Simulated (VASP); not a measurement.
Write the native input for VASP 6.6.1 that does the following.

- Task: electric field gradients
- Functional: r2SCAN
- Potentials or basis: VASP PAW PBE potentials, release 64 (Bi_d, S)
- Cutoff: 520 eV
- k mesh: 2 × 6 × 2
- Occupations: fermi-dirac, width 0.02 eV
- Spin: no spin polarisation
- Further INCAR settings: ALGO = Normal; EDIFF = 1e-07

The structure of Bi2S3 (Bismuthinite) lies in POSCAR:

```
Bi2S3
1.0
   11.3450000000      0.0000000000      0.0000000000
    0.0000000000      3.9940000000      0.0000000000
    0.0000000000      0.0000000000     11.1930000000
Bi S
8 12
Direct
    0.4835000000      0.2500000000      0.3257000000
    0.0165000000      0.7500000000      0.8257000000
    0.9835000000      0.2500000000      0.1743000000
    0.5165000000      0.7500000000      0.6743000000
    0.3407000000      0.7500000000      0.0339000000
    0.1593000000      0.2500000000      0.5339000000
    0.8407000000      0.7500000000      0.4661000000
    0.6593000000      0.2500000000      0.9661000000
    0.2835000000      0.2500000000      0.1943000000
    0.2165000000      0.7500000000      0.6943000000
    0.7835000000      0.2500000000      0.3057000000
    0.7165000000      0.7500000000      0.8057000000
    0.5495000000      0.7500000000      0.1286000000
    0.9505000000      0.2500000000      0.6286000000
    0.0495000000      0.7500000000      0.3714000000
    0.4505000000      0.2500000000      0.8714000000
    0.3767000000      0.7500000000      0.4414000000
    0.1233000000      0.2500000000      0.9414000000
    0.8767000000      0.7500000000      0.0586000000
    0.6233000000      0.2500000000      0.5586000000
```

One way to write it, as run:

INCAR

```
SYSTEM = Bi2S3
ALGO = Normal
EDIFF = 1E-7
ENCUT = 520
ISIF = 2
ISMEAR = -1
LASPH = .TRUE.
LCHARG = .FALSE.
LEFG = .TRUE.
LMIXTAU = .TRUE.
LREAL = .FALSE.
LWAVE = .FALSE.
METAGGA = R2SCAN
NELM = 60
PREC = Accurate
SIGMA = 0.02
```

KPOINTS

```
k-points
0
G
  2 6 2
  0 0 0
```

Potentials or basis: VASP PAW PBE potentials, release 64 (Bi_d, S).

The run is started by

```console
$ cat potpaw_PBE.64/Bi_d/POTCAR potpaw_PBE.64/S/POTCAR > POTCAR
$ mpirun -np 1 vasp_std > vasp.out
```

It gave:

The pressure is 0.3 GPa and the largest force is 0.227 eV/Å. The band gap on the k mesh is 1.68 eV, indirect (least direct gap 1.75 eV).

Caveat: the PAW data sets were made with another functional, which shifts forces and pressure a little; spin-orbit coupling is left out, which as a rule narrows the gap of such compounds by several tenths of an eV.

Wall time 69 min on 1 thread of Intel(R) Xeon(R) Platinum 8488C (Sapphire Rapids), on a shared host, peak memory 0.87 GiB.
